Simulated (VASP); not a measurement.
Input:

```yaml
crystal:
  lattice:
    - [0.00000, 2.22642, 2.22642]
    - [2.22642, 0.00000, 2.22642]
    - [2.22642, 2.22642, 0.00000]
  atoms:
    - { symbol: Ta, position: [0.00000, 0.00000, 0.00000] }
    - { symbol: C, position: [0.50000, 0.50000, 0.50000] }
```

Calculation: PBE GGA with D3 dispersion (zero damping), VASP's PBE PAW potentials (set 64) (plane waves; VASP). Settings: 520 eV cut-off, 16×16×16 Γ-centred mesh, tetrahedra with Blöchl corrections, potentials Ta_pv C.

Unless said otherwise, spin-orbit coupling is left out, though it shifts the bands of the heavy elements here.

**Question.** Tabulate the total density of states (states/eV per cell) against energy (eV; zero at the valence-band maximum or, without a gap, the Fermi level).

**Answer.** 
```
E (eV) | DOS (states/eV)
    -9.94 |  0.00
    -9.58 |  0.00
    -9.23 |  0.00
    -8.88 |  0.00
    -8.52 | # 0.09
    -8.17 | # 0.18
    -7.81 | ## 0.31
    -7.58 | ### 0.41
    -7.22 | ###### 0.72
    -6.87 | ###### 0.77
    -6.52 | ###### 0.82
    -6.17 | ####### 0.83
    -5.81 | #### 0.56
    -5.46 | ###### 0.79
    -5.11 | ############################## 3.79
    -4.75 | ####################### 2.97
    -4.40 | ############ 1.54
    -4.04 | ######## 1.03
    -3.69 | ###### 0.74
    -3.34 | ##### 0.57
    -3.10 | #### 0.49
    -2.75 | ### 0.38
    -2.40 | ## 0.24
    -2.04 | ## 0.24
    -1.69 | ### 0.39
    -1.33 | #### 0.47
    -0.98 | #### 0.54
    -0.63 | #### 0.56
    -0.27 | ##### 0.58
     0.08 | ##### 0.65
     0.43 | ##### 0.69
     0.79 | ###### 0.78
     1.14 | ######## 0.95
     1.38 | ######## 1.06
     1.73 | ####### 0.86
     2.08 | ######### 1.15
     2.44 | ############ 1.57
     2.79 | ############ 1.54
     3.14 | ############### 1.88
     3.50 | ############### 1.96
```
Within 2 eV below the Fermi level the largest weight inside VASP's projection spheres is Ta d, then C p.

The compound is TaC in the rock salt structure. It was relaxed first. The electron count is odd and the run is not spin-polarised, which forces a metal.
